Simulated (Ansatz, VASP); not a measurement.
## Cross-check of Ru (Ruthenium) between VASP and Ansatz

Aim: how closely do two programs agree when they are given the same cell, functional and k mesh? The cell is taken from a series of runs on this material, whose earlier steps may have relaxed, scaled, displaced or heated it; both programs get it as it stands.

Program: Ansatz 0.2.0. Level of theory: plane waves, with VASP 6.6.1 beside it; zone-centre phonons at PBEsol. Results are calculated unless marked as measured.

### 1. Set-up

Symmetry: P6_3/mmc, No. 194, hexagonal system. The conventional cell has a = 2.746 Å, b = 2.746 Å, c = 4.324 Å, α = 90.00°, β = 90.00°, γ = 120.00°. Nearest to Ru lie 12 Ru at 2.68 to 2.75 Å.

### 2. VASP: zone-centre phonons, PBEsol

Second derivatives magnify differences that forces hide, and they need a tight electronic threshold.

Lines of VASP's logs that name or quote its potential files are left out, and so is its time.

File INCAR:

```
SYSTEM = Ru
PREC = Accurate
ENCUT = 500
EDIFF = 1E-08
NELM = 120
ISMEAR = 1
SIGMA = 0.2
LREAL = .FALSE.
ALGO = Normal
GGA = PS
NBANDS = 20
LASPH = .TRUE.
LORBIT = 11
LWAVE = .FALSE.
LCHARG = .FALSE.
ISIF = 2
IBRION = 8
GGA_COMPAT = .FALSE.
KPAR = 2
```

File POSCAR:

```
Ru
1.0
    2.7458599492      0.0000000000      0.0000000000
   -1.3729299746      2.3779844712      0.0000000000
    0.0000000000      0.0000000000      4.3244590408
Ru
2
Direct
    0.3333333334      0.6666666668      0.2500000000
    0.6666666668      0.3333333334      0.7500000000
```

File KPOINTS:

```
Automatic mesh
0
Gamma
18 18 12
0 0 0
```

PAW data sets: Ru_pv (PBE family, release 64).

Started as:

```console
> mpirun -np 2 vasp_std
```

Numbers of over 12 decimals in the logs are rounded to 6 here.

Output:

```text
[banner, memory and clock lines left out]
running    2 mpi-ranks, on    1 nodes
 distrk:  each k-point on    1 cores,    2 groups
 distr:  one band on    1 cores,    1 groups

 POSCAR found type information on POSCAR Ru
 POSCAR found :  1 types and       2 ions
|                                                                             |
|               ----> ADVICE to this user running VASP <----                  |
|                                                                             |
|     You enforced a specific xc type in the INCAR file but a different       |
|     [... a line on the potential file left out ...]
|     I HOPE YOU KNOW WHAT YOU ARE DOING!                                     |
|                                                                             |

 LDA part: xc-table for (Slater+PW92), standard interpolation
 POSCAR, INCAR and KPOINTS ok, starting setup
 FFT: planning ... GRIDC
 FFT: planning ... GRID_SOFT
 FFT: planning ... GRID
 WAVECAR not read
 entering main loop
       N       E                     dE             d eps       ncg     rms          rms(c)
DAV:   1     0.279041228872E+03    0.27904E+03   -0.17362E+04 10392   0.150E+03
DAV:   2    -0.160234850713E+02   -0.29506E+03   -0.28694E+03 10680   0.452E+02
DAV:   3    -0.218707083558E+02   -0.58472E+01   -0.57975E+01 11908   0.708E+01
DAV:   4    -0.219168463663E+02   -0.46138E-01   -0.46100E-01 13496   0.587E+00
DAV:   5    -0.219175225196E+02   -0.67615E-03   -0.67472E-03 11660   0.613E-01    0.177E+01
DAV:   6    -0.203349794586E+02    0.15825E+01   -0.38607E+00 11948   0.194E+01    0.389E+00
DAV:   7    -0.202588374138E+02    0.76142E-01   -0.48279E-01 12040   0.495E+00    0.855E-01
DAV:   8    -0.202510542765E+02    0.77831E-02   -0.21949E-02 11564   0.107E+00    0.349E-01
DAV:   9    -0.202496115884E+02    0.14427E-02   -0.21526E-03 11960   0.520E-01    0.377E-02
DAV:  10    -0.202496101435E+02    0.14449E-05   -0.12750E-04 11644   0.114E-01    0.205E-02
DAV:  11    -0.202496122944E+02   -0.21509E-05   -0.63583E-06 12140   0.233E-02    0.162E-03
DAV:  12    -0.202496122338E+02    0.60516E-07   -0.72014E-08 11808   0.241E-03    0.900E-04
DAV:  13    -0.202496122408E+02   -0.69849E-08   -0.20014E-09  7804   0.404E-04
   1 F= -.20249612E+02 E0= -.20249671E+02  d E =0.176991E-03
 Linear response reoptimize wavefunctions to high precision
DAV:   1    -0.202496122480E+02   -0.71955E-08   -0.90934E-10  7432   0.317E-04
DAV:   2    -0.202496122480E+02    0.68212E-11   -0.55458E-11  7196   0.792E-05
 Linear response DOF=           2
 Linear response progress:
  Degree of freedom:   1/  2
       N       E                     dE             d eps       ncg     rms          rms(c)
RMM:   1    -0.520696671889E+00   -0.52070E+00    0.29753E+00 46349   0.597E+01
RMM:   2    -0.621206614515E+00   -0.10051E+00   -0.11885E-01 64025   0.292E+00    0.142E-01
RMM:   3    -0.620021193424E+00    0.11854E-02   -0.36962E-03 74655   0.495E-01    0.660E-02
RMM:   4    -0.618593628529E+00    0.14276E-02   -0.51909E-04 74645   0.182E-01    0.241E-02
RMM:   5    -0.618448458533E+00    0.14517E-03   -0.47286E-05 87228   0.464E-02    0.109E-02
RMM:   6    -0.618339022739E+00    0.10944E-03   -0.54914E-05 78211   0.150E-02    0.826E-03
RMM:   7    -0.618322629606E+00    0.16393E-04   -0.45521E-05 77030   0.891E-03    0.827E-04
RMM:   8    -0.618338663173E+00   -0.16034E-04   -0.26662E-05 99335   0.305E-03    0.406E-04
RMM:   9    -0.618347456797E+00   -0.87936E-05   -0.16162E-05 92153   0.140E-03    0.104E-04
RMM:  10    -0.618348038651E+00   -0.58185E-06   -0.85943E-06103070   0.949E-04    0.312E-05
RMM:  11    -0.618348530512E+00   -0.49186E-06   -0.54555E-06 96747   0.725E-04    0.127E-05
RMM:  12    -0.618348574835E+00   -0.44323E-07   -0.30290E-06100363   0.618E-04    0.561E-06
RMM:  13    -0.618348484760E+00    0.90076E-07   -0.20516E-06102858   0.556E-04    0.283E-06
RMM:  14    -0.618348545494E+00   -0.60735E-07   -0.13116E-06102586   0.524E-04    0.101E-06
RMM:  15    -0.618348566325E+00   -0.20831E-07   -0.84370E-07106809   0.503E-04    0.773E-07
RMM:  16    -0.618348589804E+00   -0.23479E-07   -0.57590E-07103729   0.491E-04    0.313E-07
RMM:  17    -0.618348603369E+00   -0.13565E-07   -0.35310E-07104676   0.485E-04    0.427E-07
RMM:  18    -0.618348587438E+00    0.15931E-07   -0.23532E-07101096   0.480E-04    0.721E-07
RMM:  19    -0.618348583911E+00    0.35262E-08   -0.77117E-08 93757   0.478E-04    0.796E-07
 first order change of Fermi-energy   0.10227E-05
 force on displaced ion       1 direction 1 :  -6.701   0.001   0.000
 Linear response progress:
  Degree of freedom:   2/  2
       N       E                     dE             d eps       ncg     rms          rms(c)
RMM:   1    -0.629220608037E+00   -0.62922E+00    0.33964E+00 15970   0.603E+01
RMM:   2    -0.741110037485E+00   -0.11189E+00   -0.13123E-01 22293   0.302E+00    0.142E-01
RMM:   3    -0.741011273263E+00    0.98764E-04   -0.27639E-03 25906   0.462E-01    0.731E-02
RMM:   4    -0.740156977320E+00    0.85430E-03   -0.49459E-04 25524   0.176E-01    0.219E-02
RMM:   5    -0.740039655250E+00    0.11732E-03   -0.68970E-05 29658   0.548E-02    0.151E-02
RMM:   6    -0.739977829328E+00    0.61826E-04   -0.18677E-05 26920   0.181E-02    0.111E-02
RMM:   7    -0.739911157149E+00    0.66672E-04   -0.15526E-08 25593   0.103E-02    0.269E-03
RMM:   8    -0.739893060508E+00    0.18097E-04    0.23590E-05 30805   0.443E-03    0.700E-04
RMM:   9    -0.739898660509E+00   -0.56000E-05    0.14233E-05 30188   0.190E-03    0.111E-04
RMM:  10    -0.739899111151E+00   -0.45064E-06    0.11518E-05 31085   0.105E-03    0.514E-05
RMM:  11    -0.739900663604E+00   -0.15525E-05    0.46607E-06 34327   0.767E-04    0.146E-05
RMM:  12    -0.739901130195E+00   -0.46659E-06    0.15235E-06 33273   0.634E-04    0.511E-06
RMM:  13    -0.739900964791E+00    0.16540E-06    0.29096E-06 35105   0.572E-04    0.241E-06
RMM:  14    -0.739901234195E+00   -0.26940E-06    0.27197E-07 35954   0.537E-04    0.205E-06
RMM:  15    -0.739901175800E+00    0.58395E-07    0.10426E-06 34812   0.517E-04    0.117E-06
RMM:  16    -0.739901250849E+00   -0.75048E-07    0.30502E-07 36900   0.504E-04    0.271E-07
RMM:  17    -0.739901260138E+00   -0.92891E-08    0.24044E-07 31767   0.496E-04    0.548E-07
RMM:  18    -0.739901270547E+00   -0.10409E-07    0.19127E-07 33262   0.491E-04    0.567E-07
RMM:  19    -0.739901280171E+00   -0.96241E-08    0.15326E-08 31330   0.488E-04    0.103E-06
 first order change of Fermi-energy   0.10486E-03
 force on displaced ion       1 direction 3 :   0.000  -0.000  -9.786
 Linear response finished
```

OUTCAR, selected parts (step 2):

```text
ion  position               nearest neighbor table
   1  0.333  0.667  0.250-   2 2.68   2 2.68   2 2.68   2 2.68   2 2.68   2 2.68
   2  0.667  0.333  0.750-   1 2.68   1 2.68   1 2.68   1 2.68   1 2.68   1 2.68

  LATTYP: Found a hexagonal cell.
 ALAT       =     2.7458599492
 C/A-ratio  =     1.5749015321

 Subroutine GETGRP returns: Found 24 space group operations
 (whereof 12 operations were pure point group operations)

The static configuration has the point symmetry D_3d.
 The point group associated with its full space group is D_6h.

 Found    259 irreducible k-points:

   k-points           NKPTS =    259   k-points in BZ     NKDIM =    259   number of bands    NBANDS=     20

   dimension x,y,z NGX =    20 NGY =   20 NGZ =   32
   dimension x,y,z NGXF=    40 NGYF=   40 NGZF=   64

   ENCUT  =  500.0 eV  36.75 Ry    6.06 a.u.   5.01  5.01  7.88*2*pi/ulx,y,z

   NELECT =      28.0000    total number of electrons

 k-points in reciprocal lattice and weights: Automatic mesh
   0.00000000  0.00000000  0.00000000       0.000
   0.05555556  0.00000000  0.00000000       0.002
   0.11111111  0.00000000  0.00000000       0.002
   0.16666667  0.00000000  0.00000000       0.002
   0.22222222  0.00000000  0.00000000       0.002
   0.27777778  0.00000000  0.00000000       0.002
   0.33333333  0.00000000  0.00000000       0.002
   0.38888889  0.00000000  0.00000000       0.002
   0.44444444  0.00000000  0.00000000       0.002
[...]
0.33333333  0.27777778  0.50000000       0.003
   0.33333333  0.33333333  0.50000000       0.001

 average (electrostatic) potential at core
       1 -67.8007       2 -67.8007

  Total       -3.1172758     -3.1172758     -3.1192694     -0.0000000      0.0000000     -0.0000000
  in kB     -176.8750702   -176.8750702   -176.9881871     -0.0000000      0.0000000     -0.0000000
  external PRESSURE =    -176.9127758 kB  Pullay stress =       0.0000000 kB

  energy-cutoff  :      500.00
  volume of cell :       28.24
      direct lattice vectors                 reciprocal lattice vectors
     2.745859949  0.000000000  0.000000000     0.364184634  0.210262096  0.000000000
    -1.372929975  2.377984471  0.000000000     0.000000000  0.420524193  0.000000000
     0.000000000  0.000000000  4.324459041     0.000000000  0.000000000  0.231242796

 POSITION                                       TOTAL-FORCE (eV/Angst)
 -----------------------------------------------------------------------------------
      0.00000      1.58532      1.08111         0.000000      0.000000     -0.000000
      1.37293      0.79266      3.24334        -0.000000      0.000000      0.000000
 -----------------------------------------------------------------------------------
    total drift:                               -0.000000     -0.000000      0.000000

 Eigenvectors and eigenvalues of the dynamical matrix
 ----------------------------------------------------

   1 f  =    6.879577 THz    43.225655 2PiTHz  229.477975 cm-1    28.451630 meV
             X         Y         Z           dx          dy          dz
      0.000000  1.585323  1.081115     0.000000    0.000000    0.707107
      1.372930  0.792661  3.243344     0.000000   -0.000000   -0.707107

   2 f  =    5.692867 THz    35.769339 2PiTHz  189.893607 cm-1    23.543796 meV
             X         Y         Z           dx          dy          dz
      0.000000  1.585323  1.081115     0.707107    0.000000    0.000000
      1.372930  0.792661  3.243344    -0.707107    0.000000    0.000000

   3 f  =    5.692867 THz    35.769339 2PiTHz  189.893607 cm-1    23.543796 meV
             X         Y         Z           dx          dy          dz
      0.000000  1.585323  1.081115     0.000000   -0.707107   -0.000000
      1.372930  0.792661  3.243344     0.000000    0.707107   -0.000000

   4 f  =    0.000000 THz     0.000000 2PiTHz    0.000001 cm-1     0.000000 meV
             X         Y         Z           dx          dy          dz
      0.000000  1.585323  1.081115     0.000000   -0.692127    0.144778
      1.372930  0.792661  3.243344     0.000000   -0.692127    0.144778

   5 f  =    0.000000 THz     0.000000 2PiTHz    0.000000 cm-1     0.000000 meV
             X         Y         Z           dx          dy          dz
      0.000000  1.585323  1.081115     0.707107    0.000000    0.000000
      1.372930  0.792661  3.243344     0.707107    0.000000    0.000000

   6 f/i=    0.000000 THz     0.000001 2PiTHz    0.000004 cm-1     0.000000 meV
             X         Y         Z           dx          dy          dz
      0.000000  1.585323  1.081115     0.000000    0.144778    0.692127
      1.372930  0.792661  3.243344     0.000000    0.144778    0.692127

 ELASTIC MODULI CONTR FROM IONIC RELAXATION (kBar)
 Direction    XX          YY          ZZ          XY          YZ          ZX
 --------------------------------------------------------------------------------
 XX         -33.6239     33.6239     -0.0000      0.0000      0.0000      0.0000
 YY          33.6239    -33.6239      0.0000      0.0000      0.0000      0.0000
 ZZ          -0.0000      0.0000     -0.0000      0.0000      0.0000      0.0000
 XY           0.0000      0.0000      0.0000    -33.6239      0.0000      0.0000
 YZ           0.0000      0.0000      0.0000      0.0000      0.0000      0.0000
 ZX           0.0000      0.0000      0.0000      0.0000      0.0000      0.0000
 --------------------------------------------------------------------------------
```

(Continued in part 2 of 2.)

[Lines on the potential files, build, host, timing and source positions are cut from VASP's logs without a mark.]

[Logs are printed without paths, hosts, clocks, repeated set-up lines and the standing remarks that a program may print on its own settings, such as how far it seeks lower states.]

[Hosts, paths, dates, database ids (printed as entryN), source tags and the programs' standing remarks are cut or masked in the printed files.]
